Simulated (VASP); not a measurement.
```yaml
crystal:
  lattice:
    - [4.40843, 0.00000, 0.00000]
    - [0.00000, 4.40843, 0.00000]
    - [0.00000, 0.00000, 4.40843]
  atoms:
    - { symbol: Cs, position: [0.00000, 0.00000, 0.00000] }
    - { symbol: I, position: [0.50000, 0.50000, 0.50000] }
```

These are LDA (Ceperley-Alder, Perdew-Zunger), VASP's LDA PAW potentials (set 64) (plane waves; VASP 6.6.1) values and carry that method's errors. Settings: 400 eV cut-off, 8×8×8 Γ-centred mesh, Gaussian smearing of 0.010 eV, potentials Cs_sv I.

Unless said otherwise, spin-orbit coupling is left out, though it shifts the bands of the heavy elements here.

Question: Predict the energy per atom (σ→0), band gap (on the k-mesh) with the smallest direct gap where there is one.

Answer: 
The band gap (on the k-mesh) comes out as 3.78 eV and the smallest direct gap (on the k-mesh) comes out as 3.84 eV. The energy per atom (σ→0) is -3.094 eV/atom.

Only differences to runs with the same potentials and settings are physical.

The compound is CsI in the CsCl type structure. It was relaxed first, which changed the volume by -10 %.
